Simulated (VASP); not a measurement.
OSZICAR of a VASP run on Ag₃InO₈P₂ (space group C2/m):

OSZICAR:
```
...
DAV:  23    -0.175939452726E+03   -0.21670E-05   -0.11225E-06  2076   0.735E-03    0.353E-03
DAV:  24    -0.175939453233E+03   -0.50671E-06   -0.30958E-07  1854   0.454E-03
   1 F= -.17593945E+03 E0= -.17593945E+03  d E =-.175939E+03
       N       E                     dE             d eps       ncg     rms          rms(c)
DAV:   1    -0.175939853406E+03   -0.40068E-03   -0.39128E-01  3162   0.315E+00    0.283E-01
DAV:   2    -0.175939987146E+03   -0.13374E-03   -0.13523E-02  3992   0.603E-01    0.174E-01
DAV:   3    -0.175939800124E+03    0.18702E-03   -0.78406E-04  3686   0.173E-01    0.108E-01
DAV:   4    -0.175939622395E+03    0.17773E-03   -0.85602E-04  3954   0.188E-01    0.375E-02
DAV:   5    -0.175939798034E+03   -0.17564E-03   -0.18679E-04  3268   0.103E-01    0.233E-02
DAV:   6    -0.175939776463E+03    0.21570E-04   -0.96842E-05  3280   0.575E-02    0.180E-02
DAV:   7    -0.175939800559E+03   -0.24095E-04   -0.19408E-05  3462   0.245E-02    0.116E-02
DAV:   8    -0.175939808821E+03   -0.82620E-05   -0.31387E-06  2660   0.138E-02    0.593E-03
DAV:   9    -0.175939810205E+03   -0.13847E-05   -0.15531E-06  2082   0.920E-03    0.328E-03
DAV:  10    -0.175939810026E+03    0.17940E-06   -0.47899E-07  1866   0.484E-03
   2 F= -.17593981E+03 E0= -.17593981E+03  d E =-.356793E-03
       N       E                     dE             d eps       ncg     rms          rms(c)
DAV:   1    -0.175940422394E+03   -0.61219E-03   -0.77076E-02  3162   0.140E+00    0.126E-01
DAV:   2    -0.175940450402E+03   -0.28008E-04   -0.26719E-03  3992   0.268E-01    0.783E-02
DAV:   3    -0.175940415274E+03    0.35128E-04   -0.15319E-04  3650   0.763E-02    0.477E-02
DAV:   4    -0.175940385343E+03    0.29932E-04   -0.16052E-04  3962   0.814E-02    0.161E-02
DAV:   5    -0.175940417082E+03   -0.31739E-04   -0.35773E-05  3256   0.450E-02    0.986E-03
DAV:   6    -0.175940413870E+03    0.32120E-05   -0.18863E-05  3272   0.256E-02    0.780E-03
DAV:   7    -0.175940418718E+03   -0.48480E-05   -0.36147E-06  3104   0.107E-02    0.514E-03
DAV:   8    -0.175940420441E+03   -0.17235E-05   -0.60622E-07  1896   0.653E-03    0.258E-03
DAV:   9    -0.175940420749E+03   -0.30755E-06   -0.39247E-07  1842   0.487E-03
   3 F= -.17594042E+03 E0= -.17594042E+03  d E =-.967516E-03
       N       E                     dE             d eps       ncg     rms          rms(c)
DAV:   1    -0.175939861046E+03    0.55940E-03   -0.62155E-01  2988   0.381E+00    0.538E-01
DAV:   2    -0.175940235372E+03   -0.37433E-03   -0.18707E-02  3794   0.692E-01    0.135E-01
DAV:   3    -0.175939970610E+03    0.26476E-03   -0.13448E-03  3450   0.210E-01    0.852E-02
DAV:   4    -0.175939810270E+03    0.16034E-03   -0.58141E-04  3384   0.160E-01    0.337E-02
DAV:   5    -0.175939883723E+03   -0.73453E-04   -0.34864E-04  3222   0.131E-01    0.155E-02
DAV:   6    -0.175939954619E+03   -0.70896E-04   -0.11077E-04  3216   0.714E-02    0.185E-02
DAV:   7    -0.175939971560E+03   -0.16941E-04   -0.26214E-05  3488   0.297E-02    0.992E-03
DAV:   8    -0.175939970568E+03    0.99223E-06   -0.44934E-06  3318   0.159E-02
   4 F= -.17593997E+03 E0= -.17593997E+03  d E =0.450181E-03
       N       E                     dE             d eps       ncg     rms          rms(c)
DAV:   1    -0.175940826241E+03   -0.85468E-03   -0.21930E-01  2994   0.226E+00    0.317E-01
DAV:   2    -0.175940908982E+03   -0.82741E-04   -0.66000E-03  3808   0.411E-01    0.808E-02
DAV:   3    -0.175940813099E+03    0.95883E-04   -0.47040E-04  3424   0.125E-01    0.512E-02
DAV:   4    -0.175940741829E+03    0.71269E-04   -0.22983E-04  3304   0.100E-01    0.206E-02
DAV:   5    -0.175940784022E+03   -0.42193E-04   -0.13606E-04  3204   0.820E-02    0.950E-03
DAV:   6    -0.175940805550E+03   -0.21528E-04   -0.42358E-05  3204   0.443E-02    0.113E-02
DAV:   7    -0.175940814019E+03   -0.84694E-05   -0.10977E-05  3352   0.193E-02    0.582E-03
DAV:   8    -0.175940813819E+03    0.20002E-06   -0.14097E-06  2066   0.976E-03
   5 F= -.17594081E+03 E0= -.17594081E+03  d E =-.393071E-03
       N       E                     dE             d eps       ncg     rms          rms(c)
DAV:   1    -0.175940962239E+03   -0.14822E-03   -0.52386E-02  2976   0.110E+00    0.109E-01
DAV:   2    -0.175940972868E+03   -0.10629E-04   -0.14691E-03  3648   0.207E-01    0.383E-02
DAV:   3    -0.175940979075E+03   -0.62068E-05   -0.63583E-05  3700   0.583E-02    0.247E-02
DAV:   4    -0.175940962096E+03    0.16979E-04   -0.58856E-05  3786   0.564E-02    0.125E-02
DAV:   5    -0.175940983708E+03   -0.21612E-04   -0.22201E-05  3168   0.333E-02    0.682E-03
DAV:   6    -0.175940984961E+03   -0.12533E-05   -0.57001E-06  3052   0.152E-02    0.420E-03
DAV:   7    -0.175940986027E+03   -0.10654E-05   -0.15437E-06  2064   0.819E-03    0.201E-03
DAV:   8    -0.175940985832E+03    0.19436E-06   -0.34858E-07  1808   0.535E-03
   6 F= -.17594099E+03 E0= -.17594099E+03  d E =-.172013E-03
       N       E                     dE             d eps       ncg     rms          rms(c)
DAV:   1    -0.175941003259E+03   -0.17232E-04   -0.22232E-02  2976   0.719E-01    0.718E-02
DAV:   2    -0.175941007926E+03   -0.46673E-05   -0.62029E-04  3640   0.135E-01    0.247E-02
DAV:   3    -0.175941011098E+03   -0.31715E-05   -0.27273E-05  3700   0.375E-02    0.159E-02
DAV:   4    -0.175941003822E+03    0.72756E-05   -0.23529E-05  3818   0.365E-02    0.795E-03
DAV:   5    -0.175941013296E+03   -0.94742E-05   -0.90620E-06  3174   0.213E-02    0.432E-03
DAV:   6    -0.175941013578E+03   -0.28153E-06   -0.21468E-06  2410   0.981E-03
   7 F= -.17594101E+03 E0= -.17594101E+03  d E =-.199759E-03
       N       E                     dE             d eps       ncg     rms          rms(c)
DAV:   1    -0.175941086750E+03   -0.73453E-04   -0.94478E-03  2976   0.453E-01    0.334E-02
DAV:   2    -0.175941089057E+03   -0.23071E-05   -0.20528E-04  3912   0.732E-02    0.145E-02
DAV:   3    -0.175941092119E+03   -0.30622E-05   -0.88523E-06  3242   0.223E-02    0.817E-03
DAV:   4    -0.175941089074E+03    0.30447E-05   -0.76430E-06  3150   0.184E-02    0.305E-03
DAV:   5    -0.175941091384E+03   -0.23102E-05   -0.42686E-06  2966   0.150E-02    0.234E-03
DAV:   6    -0.175941092348E+03   -0.96389E-06   -0.11676E-06  2004   0.742E-03
   8 F= -.17594109E+03 E0= -.17594109E+03  d E =-.787704E-04
       N       E                     dE             d eps       ncg     rms          rms(c)
DAV:   1    -0.175941216197E+03   -0.12481E-03   -0.85088E-02  2976   0.136E+00    0.100E-01
DAV:   2    -0.175941238400E+03   -0.22203E-04   -0.18686E-03  3904   0.221E-01    0.438E-02
DAV:   3    -0.175941266537E+03   -0.28137E-04   -0.78859E-05  3222   0.657E-02    0.249E-02
DAV:   4    -0.175941238057E+03    0.28480E-04   -0.68377E-05  3150   0.557E-02    0.905E-03
DAV:   5    -0.175941262100E+03   -0.24043E-04   -0.37901E-05  3066   0.444E-02    0.706E-03
DAV:   6    -0.175941270172E+03   -0.80711E-05   -0.92848E-06  3156   0.200E-02    0.352E-03
DAV:   7    -0.175941269894E+03    0.27787E-06   -0.34904E-06  3010   0.125E-02
   9 F= -.17594127E+03 E0= -.17594127E+03  d E =-.256316E-03
       N       E                     dE             d eps       ncg     rms          rms(c)
DAV:   1    -0.175941045114E+03    0.22506E-03   -0.34043E-01  2976   0.272E+00    0.201E-01
DAV:   2    -0.175941230851E+03   -0.18574E-03   -0.75638E-03  3880   0.444E-01    0.878E-02
DAV:   3    -0.175941335553E+03   -0.10470E-03   -0.30264E-04  3236   0.127E-01    0.499E-02
DAV:   4    -0.175941242321E+03    0.93232E-04   -0.24761E-04  3162   0.106E-01    0.182E-02
DAV:   5    -0.175941322051E+03   -0.79731E-04   -0.12185E-04  3078   0.789E-02    0.140E-02
DAV:   6    -0.175941341251E+03   -0.19200E-04   -0.31105E-05  3180   0.364E-02    0.696E-03
DAV:   7    -0.175941341999E+03   -0.74779E-06   -0.12850E-05  3132   0.239E-02    0.463E-03
DAV:   8    -0.175941339922E+03    0.20768E-05   -0.95942E-06  3072   0.220E-02    0.259E-03
DAV:   9    -0.175941347527E+03   -0.76052E-05   -0.33497E-06  2720   0.126E-02    0.720E-04
DAV:  10    -0.175941347680E+03   -0.15244E-06   -0.21247E-07  1896   0.304E-03
  10 F= -.17594135E+03 E0= -.17594135E+03  d E =-.334102E-03
       N       E                     dE             d eps       ncg     rms          rms(c)
DAV:   1    -0.175941339015E+03    0.85120E-05   -0.29915E-02  2976   0.807E-01    0.599E-02
DAV:   2    -0.175941350984E+03   -0.11968E-04   -0.66053E-04  3912   0.131E-01    0.260E-02
DAV:   3    -0.175941360945E+03   -0.99610E-05   -0.26629E-05  3218   0.379E-02    0.148E-02
DAV:   4    -0.175941352262E+03    0.86828E-05   -0.22736E-05  3144   0.322E-02    0.535E-03
DAV:   5    -0.175941360167E+03   -0.79045E-05   -0.11991E-05  3054   0.248E-02    0.413E-03
DAV:   6    -0.175941362469E+03   -0.23020E-05   -0.29260E-06  2624   0.113E-02    0.202E-03
DAV:   7    -0.175941362507E+03   -0.38703E-07   -0.11691E-06  1962   0.725E-03
  11 F= -.17594136E+03 E0= -.17594136E+03  d E =-.348929E-03
       N       E                     dE             d eps       ncg     rms          rms(c)
DAV:   1    -0.175941432884E+03   -0.70415E-04   -0.43235E-03  3012   0.326E-01    0.525E-02
DAV:   2    -0.175941422923E+03    0.99609E-05   -0.12681E-04  3744   0.604E-02    0.158E-02
DAV:   3    -0.175941419773E+03    0.31495E-05   -0.10189E-05  3480   0.202E-02    0.904E-03
DAV:   4    -0.175941418215E+03    0.15579E-05   -0.45845E-06  3098   0.136E-02    0.385E-03
DAV:   5    -0.175941419546E+03   -0.13312E-05   -0.25067E-06  2334   0.108E-02    0.174E-03
DAV:   6    -0.175941419933E+03   -0.38689E-06   -0.10161E-06  2034   0.675E-03
  12 F= -.17594142E+03 E0= -.17594142E+03  d E =-.574261E-04
```

Which electronic solver shows in the log?

It is blocked Davidson (ALGO = Normal, or the opening steps of other solvers). The INCAR had ALGO = Normal.

Can the final energy be trusted as converged?

The run converged. It stopped with EDIFF = 1E-6, NELM = 100, NSW = 60 and EDIFFG = -0.02 after 12 ionic steps (r2SCAN meta-GGA, plane waves, VASP's PBE PAW potentials (set 64)).

The structure comes from a computed database's Ag3InO8P2 entry (C2/m); how it stands against other phases isn't given here. This run relaxes it. Symmetry was kept, so distortions that lower it aren't found. The start is the result of an earlier pass.
